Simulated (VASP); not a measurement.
Input:

```
Sc
1.0
    3.27736     0.00000     0.00000
   -1.63868     2.83827     0.00000
    0.00000     0.00000    24.63966
Sc
4
Direct
  0.66667   0.33333   0.44746
  0.33333   0.66667   0.34672
  0.66667   0.33333   0.65328
  0.33333   0.66667   0.55254
```

Method: PBEsol GGA, VASP's PBE PAW potentials (set 64) (plane waves; VASP 6.6.1). Settings: PREC = Normal, 400 eV cut-off, 10×10×1 Γ-centred mesh, first-order Methfessel-Paxton smearing of 0.10 eV, potentials Sc_sv.

### Question
What does the run give for the energy per atom (σ→0), band gap (on the k-mesh) with the smallest direct gap where there is one?

### Answer

The band gap (on the k-mesh) comes out as none (metal, semimetal or under 0.01 eV). The energy per atom (σ→0) is -6.201 eV/atom.

The cell is a thin slab with vacuum, built from Sc (hcp): (001) face.
